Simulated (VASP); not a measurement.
```xyz
1
Lattice="0.0000 2.0450 2.0450 2.0450 0.0000 2.0450 2.0450 2.0450 0.0000" Properties=species:S:1:pos:R:3 pbc="T T T"
Ag     0.0000     0.0000     0.0000
```

The base run (VASP): PBE GGA, plane waves, VASP's PBE PAW potentials (set 64). Run with 400 eV cut-off, 14×14×14 Γ-centred mesh, first-order Methfessel-Paxton smearing of 0.10 eV, potentials Ag.

One setting is varied; ΔE counts from the base run. The base run took about 6 core-seconds. The timings are rough (shared machines, no repeats); factors under 2 mean little.

Pressures at a finite cut-off, here 400 eV, hold a Pulay part, which wasn't tested here.

| setting | cost over the base run | electronic steps | bands | ΔE (meV/atom) | pressure (GPa) |
|---|---|---|---|---|---|
| NBANDS = 6 | within a factor of 2 | 11 | 6 | 0.0 | 3.74 |
| NBANDS = 7 | within a factor of 2 | 11 | 7 | 0.0 | 3.74 |
| base run | reference | 11 | 9 | 0.0 | 3.74 |
| NBANDS = 13 | within a factor of 2 | 11 | 13 | 0.0 | 3.73 |
| NBANDS = 18 | within a factor of 2 | 11 | 18 | 0.0 | 3.73 |

Left out are runs that failed, have no time on record or changed the cell.

The compound is Ag in the fcc structure. The cell was not relaxed at this level.
